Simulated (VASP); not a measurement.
An input for Ansatz (written as the equivalent of a VASP run, and not itself run):

Ansatz 0.2 input:
```yaml
crystal:
  lattice:
    - [3.9714195, 0.0000000, 0.0000000]
    - [0.0000000, 3.9714195, 0.0000000]
    - [0.0000000, 0.0000000, 3.9714195]
  atoms:
    - { symbol: La, position: [0.0000000, 1.0000000, 0.0000000] }
    - { symbol: B, position: [0.8017731, 0.5000000, 0.5000000] }
    - { symbol: B, position: [0.5000000, 0.1982269, 0.5000000] }
    - { symbol: B, position: [0.5000000, 0.8017731, 0.5000000] }
    - { symbol: B, position: [0.1982269, 0.5000000, 0.5000000] }
    - { symbol: B, position: [0.5000000, 0.5000000, 0.8017731] }
    - { symbol: B, position: [0.5000000, 0.5000000, 0.1982269] }
kpoints:
  mp_grid: { grid: [8, 8, 8] }
hamiltonian:
  xc: pbe
  pseudopotentials: { kind: paw }
scf:
  occupations: { method: methfessel_paxton, width: 0.1 }
  max_iter: 100
relax:
  max_steps: 40
  f_tol: 0.02
  cell: { p_target: 30 }
output: { forces: true, stress: true, eigenvalues: true }
```

### Question
Write the VASP files for the same calculation (PBE).

### Answer
One answer among several that fit: 
**KPOINTS**
```
Automatic mesh
0
Gamma
8 8 8
0 0 0
```

### INCAR
```
ALGO = Normal
EDIFF = 1E-6
EDIFFG = -0.02
ENCUT = 620
GGA = PE
IBRION = 2
ISIF = 3
ISMEAR = 1
LASPH = .TRUE.
LCHARG = .FALSE.
LMAXMIX = 6
LREAL = .FALSE.
LWAVE = .FALSE.
NELM = 100
NSW = 40
PREC = Accurate
PSTRESS = 300
SIGMA = 0.1
SYSTEM = LaB6
```

POSCAR:
```
LaB6
1.0
  3.9714195449   0.0000000000   0.0000000000
  0.0000000000   3.9714195449   0.0000000000
  0.0000000000   0.0000000000   3.9714195449
La B
1 6
Cart
  0.0000000000   3.9714195449   0.0000000000
  3.1841773107   1.9857097724   1.9857097724
  1.9857097724   0.7872422342   1.9857097724
  1.9857097724   3.1841773107   1.9857097724
  0.7872422342   1.9857097724   1.9857097724
  1.9857097724   1.9857097724   3.1841773107
  1.9857097724   1.9857097724   0.7872422342
```

POTCAR, in this order: La B (PBE.64 set). Program: vasp_std.

What does not carry over: each code has its own PAW files, so the cut-off isn't converted (ENCUT is set for VASP's; basis.ecutwfc is left out, and Ansatz then takes the one that its files recommend); Ansatz stops its SCF on the density residual and VASP on the energy change (EDIFF).

The compound is LaB6 in the cab6 structure. It was relaxed first under an external pressure of 30 GPa.
